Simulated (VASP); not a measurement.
**In (relaxed from the simple-cubic structure, space group Pm-3m): computed properties**

Method: PBEsol GGA, VASP's PBE PAW potentials (set 64) (plane waves; VASP).

- space group = Pm-3m (221)
- cell = a = b = c = 3.016 Å, α = β = γ = 90.00°
- volume per atom = 27.43 Å³/atom
- band gap (over mesh and band path) = none (metal, semimetal or under 0.01 eV)
- band gap with spin-orbit coupling = none (metallic)
- density = 6.95 g/cm³
- C11 = 79.8 GPa
- C12 = 19.0 GPa
- C44 = -11.3 GPa

```
In
1.0
    3.01575     0.00000     0.00000
    0.00000     3.01575     0.00000
    0.00000     0.00000     3.01575
In
1
Direct
  0.00000   0.00000   0.00000
```

Finite-difference elastic constants of metals are sensitive to mesh and smearing; shear constants can be off by tens of GPa. Unless said otherwise, spin-orbit coupling is left out, though it shifts the bands of the heavy elements here.

The structure was generated: In was put into the simple-cubic type (Pm-3m), which need not be its known phase. It was relaxed first, which changed the volume by -7 %. Symmetry was kept, so distortions that lower it aren't found.
